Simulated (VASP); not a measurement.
Data:

```
SrZn2As2
1.0
    4.21205     0.00000     0.00000
   -2.10603     3.64774     0.00000
    0.00000     0.00000     7.26943
Sr Zn As
1 2 2
Direct
  0.00000   0.00000   0.00000
  0.66667   0.33333   0.37134
  0.33333   0.66667   0.62866
  0.66667   0.33333   0.72794
  0.33333   0.66667   0.27206
```

These are r2SCAN meta-GGA, VASP's PBE PAW potentials (set 64) (plane waves; VASP) values and carry that method's errors. Run with 400 eV cut-off, 7×7×4 Γ-centred mesh, tetrahedra with Blöchl corrections, potentials Sr_sv Zn As.

The cores are frozen, which limits the accuracy of field gradients.

### Question
Give the principal components of the electric field gradient (V/Å²) and the asymmetry η at each nucleus.

### Answer

| atom | Vxx | Vyy | Vzz | η |
|---|---|---|---|---|
| Sr1 | 5.3 | 5.3 | -10.7 | 0.00 |
| Zn2 | -4.2 | -4.2 | 8.4 | 0.00 |
| Zn3 | -4.2 | -4.2 | 8.4 | 0.00 |
| As4 | 12.2 | 12.2 | -24.4 | 0.00 |
| As5 | 12.2 | 12.2 | -24.4 | 0.00 |

The structure comes from a computed database's SrZn2As2 entry (P-3m1); how it stands against other phases isn't given here. It was relaxed first.
